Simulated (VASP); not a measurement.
Input:

```
CELL_PARAMETERS angstrom
      0.00000     2.22171     2.22171
      2.22171     0.00000     2.22171
      2.22171     2.22171     0.00000
ATOMIC_POSITIONS crystal
  Ta 0.00000 0.00000 0.00000
  C  0.50000 0.50000 0.50000
```

The numbers are results of PBEsol GGA, VASP's PBE PAW potentials (set 64) (plane waves; VASP), not measurements. Run with 520 eV cut-off, Gaussian smearing of 0.050 eV, potentials Ta_pv C.

Unless said otherwise, spin-orbit coupling is left out, though it shifts the bands of the heavy elements here.

**Question.** Predict the band gap (along the path) with the smallest direct gap where there is one.

**Answer.** 
```json
{
 "band gap (along the path)": "none (metal, semimetal or under 0.01 eV)"
}
```

Only differences to runs with the same potentials and settings are physical.

The compound is TaC in the rock salt structure. It was relaxed first. The electron count is odd and the run is not spin-polarised, which forces a metal.
